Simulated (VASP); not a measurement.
**Al3GaN4 (ordered alloy cell): computed properties**

The numbers are results of PBEsol GGA, VASP's PBE PAW potentials (set 64) (plane waves; VASP), not measurements.

| Property | Value |
|---|---|
| space group | R3m (160) |
| cell | a = b = 3.1164 Å, c = 30.5305 Å, α = β = 90.00°, γ = 120.00° |
| volume per atom | 10.70 Å^3/atom |
| band gap (over mesh and band path) | 2.88 eV |
| smallest direct gap (over mesh and band path) | 3.08 eV |
| band-edge character | indirect, Γ to F |
| density | 4.01 g/cm³ |

```cif
data_Al9Ga3N12
_chemical_formula_sum 'Ga3 N12 Al9'
_space_group_name_H-M_alt 'R3m :H'
_space_group_IT_number 160
_space_group_name_Hall 'R 3 -2"'
_cell_length_a 3.11639
_cell_length_b 3.11639
_cell_length_c 30.53047
_cell_angle_alpha 90.000
_cell_angle_beta 90.000
_cell_angle_gamma 120.000
loop_
_atom_site_label
_atom_site_type_symbol
_atom_site_symmetry_multiplicity
_atom_site_Wyckoff_symbol
_atom_site_fract_x
_atom_site_fract_y
_atom_site_fract_z
_atom_site_occupancy
Ga1 Ga 3 a 0.00000 0.00000 0.00010 1
N1 N 3 a 0.00000 0.00000 0.31091 1
N2 N 3 a 0.00000 0.00000 0.56216 1
N3 N 3 a 0.00000 0.00000 0.81288 1
N4 N 3 a 0.00000 0.00000 0.06410 1
Al1 Al 3 a 0.00000 0.00000 0.24913 1
Al2 Al 3 a 0.00000 0.00000 0.50000 1
Al3 Al 3 a 0.00000 0.00000 0.75072 1
```
(The calculation used a cell of 8 atoms; values per cell refer to that cell.)

The structure was generated: Al3GaN4 was put into an ordered model structure (R3m), which need not be its known phase. It was relaxed first. Symmetry was kept, so distortions that lower it aren't found.
